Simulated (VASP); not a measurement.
Calculation: RPBE GGA with D4 dispersion, VASP's PBE PAW potentials (set 64) (plane waves; VASP 6.6.1).

The input files of a VASP run:

POSCAR:
```
In
1
   -1.6478250000     1.6478250000     2.5205710000
    1.6478250000    -1.6478250000     2.5205710000
    1.6478250000     1.6478250000    -2.5205710000
In
1
Direct
  0.0000000000   0.0000000000   0.0000000000
```

### INCAR
```
ALGO  =  Normal
EDIFF  =  1E-6
ENCUT  =  300
GGA  =  RP
ISIF  =  2
ISMEAR  =  -1
IVDW  =  13
LASPH  =  .True.
LCHARG  =  .False.
LMAXMIX  =  4
LREAL  =  .False.
LWAVE  =  .False.
NELM  =  100
PREC  =  Accurate
SIGMA  =  0.1
SYSTEM  =  In
```

File KPOINTS:
```
Automatic mesh
0
Gamma
14 14 14
0 0 0
```

POTCAR, in this order: In_d (PBE.64 set). Program: vasp_std.

Output of the run:

OUTCAR:
```
 ion  position               nearest neighbor table
   1  0.000  0.000  0.000-
  LATTYP: Found a body centered tetragonal cell.
 ALAT       =     3.2956500000
 C/A-ratio  =     1.5296351251
 Subroutine PRICEL returns:
 Original cell was already a primitive cell.
 Subroutine GETGRP returns: Found 16 space group operations
The static configuration has the point symmetry D_4h.
The dynamic configuration has the point symmetry D_4h.
 Subroutine INISYM returns: Found 16 space group operations
 Subroutine IBZKPT returns following result:
 Found    244 irreducible k-points:

 Following reciprocal coordinates:
            Coordinates               Weight
  0.000000  0.000000  0.000000      1.000000
  0.071429  0.000000  0.000000      8.000000
  0.142857  0.000000 -0.000000      8.000000
  0.214286  0.000000 -0.000000      8.000000
  0.285714  0.000000 -0.000000      8.000000
  0.357143  0.000000  0.000000      8.000000
  0.428571  0.000000 -0.000000      8.000000
  0.500000  0.000000 -0.000000      4.000000
  0.071429  0.071429  0.000000      8.000000
  0.142857  0.071429  0.000000     16.000000
  0.214286  0.071429 -0.000000     16.000000
  0.285714  0.071429  0.000000     16.000000
  0.357143  0.071429  0.000000     16.000000
  0.428571  0.071429 -0.000000     16.000000
  0.500000  0.071429 -0.000000     16.000000
 -0.428571  0.071429  0.000000     16.000000
 -0.357143  0.071429  0.000000     16.000000
 -0.285714  0.071429  0.000000     16.000000
 -0.214286  0.071429  0.000000     16.000000
 -0.142857  0.071429  0.000000     16.000000
 -0.071429  0.071429  0.000000      4.000000
  0.142857  0.142857 -0.000000      8.000000
  0.214286  0.142857 -0.000000     16.000000
  0.285714  0.142857 -0.000000     16.000000
  0.357143  0.142857  0.000000     16.000000
  0.428571  0.142857 -0.000000     16.000000
  0.500000  0.142857  0.000000     16.000000
 -0.428571  0.142857  0.000000     16.000000
 -0.357143  0.142857  0.000000     16.000000
 -0.285714  0.142857  0.000000     16.000000
 -0.214286  0.142857  0.000000     16.000000
 -0.142857  0.142857  0.000000      4.000000
  0.214286  0.214286  0.000000      8.000000
  0.285714  0.214286  0.000000     16.000000
  0.357143  0.214286  0.000000     16.000000
  0.428571  0.214286  0.000000     16.000000
  0.500000  0.214286  0.000000     16.000000
 -0.428571  0.214286 -0.000000     16.000000
 -0.357143  0.214286  0.000000     16.000000
 -0.285714  0.214286  0.000000     16.000000
   k-points           NKPTS =    244   k-points in BZ     NKDIM =    244   number of bands    NBANDS=     10
   number of dos      NEDOS =    301   number of ions     NIONS =      1
   total plane-waves  NPLWV =   8000
   dimension x,y,z NGX =    20 NGY =   20 NGZ =   20
   dimension x,y,z NGXF=    40 NGYF=   40 NGZF=   40
   ions per type =               1
   PREC   = accura    normal or accurate (medium, high low for compatibility)
   ISTART =      0    job   : 0-new  1-cont  2-samecut
   ICHARG =      2    charge: 1-file 2-atom 10-const
   ISPIN  =      1    spin polarized calculation?
   LNONCOLLINEAR =      F non collinear calculations
   LSORBIT =      F    spin-orbit coupling
   INIWAV =      1    electr: 0-lowe 1-rand  2-diag
   ENCUT  =  300.0 eV  22.05 Ry    4.70 a.u.   4.85  4.85  4.85*2*pi/ulx,y,z
   NELM   =    100;   NELMIN=  2; NELMDL= -5     # of ELM steps
   EDIFF  = 0.1E-05   stopping-criterion for ELM
   LREAL  =      F    real-space projection
   NLSPLINE    = F    spline interpolate recip. space projectors
   LMAXMIX     =    4 max onsite mixed and CHGCAR
...
```

File OSZICAR:
```
       N       E                     dE             d eps       ncg     rms          rms(c)
DAV:   1     0.577367591741E+02    0.57737E+02   -0.48886E+03  5000   0.111E+03
DAV:   2    -0.180092418983E+00   -0.57917E+02   -0.57140E+02  4966   0.239E+02
DAV:   3    -0.217080947103E+01   -0.19907E+01   -0.19862E+01  5674   0.532E+01
DAV:   4    -0.221190066333E+01   -0.41091E-01   -0.41083E-01  6228   0.738E+00
DAV:   5    -0.221367643416E+01   -0.17758E-02   -0.17757E-02  5900   0.126E+00    0.200E+00
DAV:   6    -0.220123648491E+01    0.12440E-01   -0.23564E-02  5578   0.322E+00    0.108E+00
DAV:   7    -0.219847104515E+01    0.27654E-02   -0.10769E-02  5660   0.206E+00    0.204E-01
DAV:   8    -0.219842160337E+01    0.49442E-04   -0.85882E-04  5630   0.542E-01    0.215E-02
DAV:   9    -0.219843116023E+01   -0.95569E-05   -0.21619E-05  5666   0.680E-02    0.143E-02
DAV:  10    -0.219843193067E+01   -0.77044E-06   -0.23310E-06  5288   0.160E-02
   1 F= -.27871608E+01 E0= -.27800910E+01  d E =-.141395E-01
```

OUTCAR:
```
------------------------ aborting loop because EDIFF is reached ----------------------------------------
  Edisp (eV):   -0.58873
  FORCE on cell =-STRESS in cart. coord.  units (eV):
  Direction    XX          YY          ZZ          XY          YZ          ZX
  --------------------------------------------------------------------------------------
  Total      -0.34753    -0.34753    -0.36185     0.00000     0.00000     0.00000
  in kB     -20.33884   -20.33884   -21.17670     0.00000     0.00000     0.00000
  external pressure =      -20.62 kB  Pullay stress =        0.00 kB
  volume of cell :       27.38
      direct lattice vectors                 reciprocal lattice vectors
    -1.647825000  1.647825000  2.520571000     0.000000000  0.303430279  0.198367751
     1.647825000 -1.647825000  2.520571000     0.303430279  0.000000000  0.198367751
     1.647825000  1.647825000 -2.520571000     0.303430279  0.303430279  0.000000000
 POSITION                                       TOTAL-FORCE (eV/Angst)
 -----------------------------------------------------------------------------------
      0.00000      0.00000      0.00000         0.000000      0.000000      0.000000
 -----------------------------------------------------------------------------------
    total drift:                                0.000000     -0.000000      0.000000
  FREE ENERGIE OF THE ION-ELECTRON SYSTEM (eV)
  ---------------------------------------------------
  free  energy   TOTEN  =        -2.7871607678 eV

  energy  without entropy=       -2.7730212295  energy(sigma->0) =       -2.78009100
```
(Selected blocks of OUTCAR.)

OUTCAR:
```
 val. band max:        7.1621103155   @ k =   0.2857   0.1429   0.0714

 cond. band min:       7.1822224936   @ k =  -0.3571   0.4286   0.2857


 Fermi energy:         7.1787143977

 k-point     1 :       0.0000    0.0000    0.0000
  band No.  band energies     occupation
      1      -7.5411      2.00000
      2      -7.4413      2.00000
      3      -7.4413      2.00000
      4      -7.3780      2.00000
      5      -7.2775      2.00000
      6      -2.0739      2.00000
      7      17.3369      0.00000
      8      17.3369      0.00000
      9      17.5002      0.00000
     10      18.5830      0.00000

 k-point     2 :       0.0714    0.0000    0.0000
  band No.  band energies     occupation
      1      -7.5337      2.00000
      2      -7.4419      2.00000
      3      -7.4344      2.00000
      4      -7.3769      2.00000
      5      -7.2808      2.00000
      6      -1.9659      2.00000
      7      16.0415      0.00000
      8      17.1688      0.00000
      9      17.2053      0.00000
     10      18.3706      0.00000

 k-point     3 :       0.1429    0.0000   -0.0000
  band No.  band energies     occupation
      1      -7.5176      2.00000
      2      -7.4465      2.00000
      3      -7.4171      2.00000
      4      -7.3649      2.00000
      5      -7.2865      2.00000
      6      -1.6397      2.00000
      7      13.7024      0.00000
      8      16.5480      0.00000
      9      16.9124      0.00000
     10      18.2780      0.00000

 k-point     4 :       0.2143    0.0000   -0.0000
  band No.  band energies     occupation
      1      -7.5067      2.00000
      2      -7.4596      2.00000
      3      -7.4017      2.00000
      4      -7.3300      2.00000
      5      -7.2846      2.00000
      6      -1.0908      2.00000
      7      11.3386      0.00000
      8      15.8753      0.00000
      9      16.6046      0.00000
     10      18.2184      0.00000

 k-point     5 :       0.2857    0.0000   -0.0000
...
```

At this cut-off the stress carries a Pulay error, which pulls relaxed volumes low. Unless said otherwise, spin-orbit coupling is left out, though it shifts the bands of the heavy elements here.

The structure comes from a computed database's In entry; how it stands against other phases isn't given here. The cell was not relaxed at this level. The run is one of a series of settings (GGA = RP, IVDW = 13 against the base run), some of them coarse on purpose.
